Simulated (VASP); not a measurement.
Energy against volume of BaF2 (fluorite). Method: PW91 GGA, VASP's PBE PAW potentials (set 64) (plane waves; VASP). Run with 520 eV cut-off, 6×6×6 Γ-centred mesh, Gaussian smearing of 0.050 eV, potentials Ba_sv F.

```json
[
 {"V (Å³/atom)": "20.003", "E (eV/atom)": "-5.76918"},
 {"V (Å³/atom)": "20.621", "E (eV/atom)": "-5.77290"},
 {"V (Å³/atom)": "21.240", "E (eV/atom)": "-5.77023"},
 {"V (Å³/atom)": "21.858", "E (eV/atom)": "-5.76231"}
]
```

### Question
Fit these four points and predict the energy of the run at 19.384 Å³/atom.

### Answer
A cubic in V^(−2/3), the third-order Birch-Murnaghan form, passes through the four points with V0 = 20.65 Å³/atom and B0 = 55 GPa, and gives -5.7577 eV/atom there. The run gave -5.7580 eV/atom, -0.3 meV/atom from the fit; all five points give B0 = 54 GPa.

The compound is BaF2 in the fluorite structure. It was relaxed first.
